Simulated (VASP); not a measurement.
VASP input:

INCAR:
```
SYSTEM = Ir
PREC = Accurate
ENCUT = 400
EDIFF = 1E-6
NELM = 100
ALGO = Normal
LREAL = .FALSE.
LASPH = .TRUE.
ISMEAR = 1
SIGMA = 0.1
GGA = PE
LMAXMIX = 6
LWAVE = .FALSE.
LCHARG = .FALSE.
ISIF = 2
```

### POSCAR
```
Ir
1
    0.0000000000     1.9200007156     1.9199682980
    1.9200054146     0.0000000000     1.9200031636
    1.9200280309     1.9200259449     0.0000000000
Ir
1
Direct
  0.0000000000   0.0000000000   0.0000000000
```

File KPOINTS:
```
Automatic mesh
0
Gamma
12 12 12
0 0 0
```

POTCAR, in this order: Ir (PBE.64 set). Program: vasp_std.

Output of the run:

**standard output**
```
 POSCAR found type information on POSCAR Ir
 POSCAR found :  1 types and       1 ions
 Reading from existing POTCAR
 Reading from existing POTCAR

 -----------------------------------------------------------------------------
|                                                                             |
|           W    W    AA    RRRRR   N    N  II  N    N   GGGG   !!!           |
|           W    W   A  A   R    R  NN   N  II  NN   N  G    G  !!!           |
|           W    W  A    A  R    R  N N  N  II  N N  N  G       !!!           |
|           W WW W  AAAAAA  RRRRR   N  N N  II  N  N N  G  GGG   !            |
|           WW  WW  A    A  R   R   N   NN  II  N   NN  G    G                |
|           W    W  A    A  R    R  N    N  II  N    N   GGGG   !!!           |
|                                                                             |
|     Inconsistent Bravais lattice types found for crystalline and            |
|     reciprocal lattice:                                                     |
|                                                                             |
|        Crystalline: face-centered cubic                                     |
|        Reciprocal : base-centered monoclinic                                |
|                    (instead of body-centered cubic)                         |
|                                                                             |
|     In most cases this is due to inaccuracies in the specification of       |
|     the crytalline lattice vectors.                                         |
|                                                                             |
|     Suggested SOLUTIONS:                                                    |
|      ) Refine the lattice parameters of your structure,                     |
|      ) and/or try changing SYMPREC.                                         |
|                                                                             |
 -----------------------------------------------------------------------------

 LDA part: xc-table for (Slater+PW92), standard interpolation

 -----------------------------------------------------------------------------
|                                                                             |
|     EEEEEEE  RRRRRR   RRRRRR   OOOOOOO  RRRRRR      ###     ###     ###     |
|     E        R     R  R     R  O     O  R     R     ###     ###     ###     |
|     E        R     R  R     R  O     O  R     R     ###     ###     ###     |
|     EEEEE    RRRRRR   RRRRRR   O     O  RRRRRR       #       #       #      |
|     E        R   R    R   R    O     O  R   R                               |
|     E        R    R   R    R   O     O  R    R      ###     ###     ###     |
|     EEEEEEE  R     R  R     R  OOOOOOO  R     R     ###     ###     ###     |
|                                                                             |
|     IBZKPT: not all point group operations associated with the symmetry     |
|     operators of the crystalline lattice are members of the point group     |
|     of the reciprocal lattice.                                              |
|                                                                             |
|       ---->  I REFUSE TO CONTINUE WITH THIS SICK JOB ... BYE!!! <----       |
|                                                                             |
 -----------------------------------------------------------------------------
```

Question: Read input and log: which fault does this run have?
A) LDA potentials were taken and GGA is not set, so the run is LDA and not PBE
B) the lattice vectors carry noise near SYMPREC
C) MAGMOM holds more values than there are atoms
D) SIGMA is far too large

Answer: B, the lattice vectors carry noise near SYMPREC. VASP stops with an error: IBZKPT: not all point group operations associated with the symmetry operators of the crystalline lattice are members of the point group of the reciprocal lattice. ----> I REFUSE TO CONTINUE WITH THIS SICK JOB ... BYE!!! <----

To mend it, correct POSCAR.
**POSCAR**
```
Ir
1
    0.0000000000     1.9200000000     1.9200000000
    1.9200000000     0.0000000000     1.9200000000
    1.9200000000     1.9200000000     0.0000000000
Ir
1
Direct
  0.0000000000   0.0000000000   0.0000000000
```
The mended run (PBE GGA, plane waves, VASP's PBE PAW potentials (set 64)) converges, and its OSZICAR ends with
```
   1 F= -.88575034E+01 E0= -.88577753E+01  d E =0.815636E-03
```

The compound is Ir in the fcc structure. The cell was not relaxed at this level.
